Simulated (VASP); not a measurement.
Shape and ions are relaxed at each volume.

Energy against volume of Mg₃Sb₂ (a-la2o3). Method: RPBE GGA, VASP's PBE PAW potentials (set 64) (plane waves; VASP).

| V (Å³/atom) | E (eV/atom) |
|---|---|
| 25.788 | -2.66656 |
| 26.611 | -2.67636 |
| 27.434 | -2.67909 |
| 28.257 | -2.67577 |
| 29.080 | -2.66731 |

Problem. Fit a third-order Birch-Murnaghan equation of state.

Solution. 
```json
{
  "volume_per_atom": "27.37 Å^3/atom",
  "bulk_modulus": "39.5 GPa",
  "pressure_derivative_of_the_bulk_modulus": "4.30"
}
```

The compound is Mg3Sb2 in the a-la2o3 structure. It was relaxed first, which changed the volume by +5 %.
